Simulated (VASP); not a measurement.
Wanted: the native input for a VASP 6.6.1 run.

| Property | Result |
| --- | --- |
| Task | band structure |
| Functional | PBE |
| Potentials or basis | VASP PAW PBE potentials, release 64 (Nb_sv, B) |
| Cutoff | 520 eV |
| k mesh | 6 × 6 × 10 |
| Occupations | gaussian, width 0.1 eV |
| Spin | no spin polarisation |
| Further INCAR settings | ALGO = Fast; EDIFF = 1e-06; NBANDS = 37 |

The structure of Nb3B5 lies in POSCAR:

```
Nb3B5
1.0
    5.4058260000      0.0000000000      0.0000000000
   -2.7029130000      4.6815830000      0.0000000000
    0.0000000000      0.0000000000      3.2134200000
Nb B
3 5
Direct
    0.0000000000      0.6753220000      0.0000000000
    0.3246780000      0.3246780000      0.0000000000
    0.6753220000      0.0000000000      0.0000000000
    0.6666670000      0.3333330000      0.5000000000
    0.3333330000      0.6666670000      0.5000000000
    0.0000000000      0.3447180000      0.5000000000
    0.3447180000      0.0000000000      0.5000000000
    0.6552820000      0.6552820000      0.5000000000
```

The cell was built by a generator and needn't be a form met in nature.

The input as run:

INCAR

```
PREC = Accurate
ENCUT = 520
EDIFF = 1E-6
ISMEAR = 0
SIGMA = 0.1
LREAL = F
LASPH = T
NELM = 100
ALGO = Fast
ISIF = 2
LWAVE = F
LCHARG = F
LMAXMIX = 4
GGA = PE
NBANDS = 37
```

KPOINTS

```
regular mesh
0
Gamma
  6 6 10
```

KPOINTS_OPT

```
path GMKGALHA,LM,KH
10
line-mode
reciprocal
 0.0000000000  0.0000000000  0.0000000000  G
 0.5000000000  0.0000000000  0.0000000000  M

 0.5000000000  0.0000000000  0.0000000000  M
 0.3333333333  0.3333333333  0.0000000000  K

 0.3333333333  0.3333333333  0.0000000000  K
 0.0000000000  0.0000000000  0.0000000000  G

 0.0000000000  0.0000000000  0.0000000000  G
 0.0000000000  0.0000000000  0.5000000000  A

 0.0000000000  0.0000000000  0.5000000000  A
 0.5000000000  0.0000000000  0.5000000000  L

 0.5000000000  0.0000000000  0.5000000000  L
 0.3333333333  0.3333333333  0.5000000000  H

 0.3333333333  0.3333333333  0.5000000000  H
 0.0000000000  0.0000000000  0.5000000000  A

 0.5000000000  0.0000000000  0.5000000000  L
 0.5000000000  0.0000000000  0.0000000000  M

 0.3333333333  0.3333333333  0.0000000000  K
 0.3333333333  0.3333333333  0.5000000000  H
```

Potentials or basis: VASP PAW PBE potentials, release 64 (Nb_sv, B).

Command:

```sh
$ cat potpaw_PBE.64/Nb_sv/POTCAR potpaw_PBE.64/B/POTCAR > POTCAR
$ mpirun -np 1 vasp_std > vasp.out
```

Results of the run:

```
Pressure                : 0.0 GPa
Largest force           : 0.003 eV/Å
Band gap along the path : none (metal or under the smearing width)
```

Wall time 4.5 min on 1 thread of Intel(R) Xeon(R) 6975P-C (Granite Rapids), with other jobs on the host, peak memory 0.31 GiB.
